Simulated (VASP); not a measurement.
Data:

```xyz
4
Lattice="3.4346 0.0000 0.0000 0.0000 2.2264 2.9374 0.0000 -2.2264 2.9374" Properties=species:S:1:pos:R:3 pbc="T T T"
Tm     0.0000     0.0000     5.8356
Co     1.7173     0.0000     3.5799
C      1.7173    -0.6908     1.7540
C      1.7173     0.6908     1.7540
```

Level of theory: PBEsol GGA with spin-orbit coupling, VASP's PBE PAW potentials (set 64) (plane waves; VASP). Numerical set-up: 520 eV cut-off, 8×8×8 Γ-centred mesh, Gaussian smearing of 0.050 eV, potentials Tm_3 Co C.

The 4f electrons are frozen in the core of the lanthanide potential, so 4f levels, which can set the real gap, and their magnetism are missing.

**Question.** What does the run give for the energy per atom (σ→0), band gap (over mesh and band path) with the smallest direct gap where there is one?

**Answer.** 
The band gap (over mesh and band path) comes out as none (metal, semimetal or under 0.01 eV) and the energy per atom (σ→0) is -8.497 eV/atom.

The absolute energy has meaning only against runs of the same code, potentials and settings.

The structure comes from a computed database's TmCoC2 entry (Amm2); how it stands against other phases isn't given here. It was relaxed first.
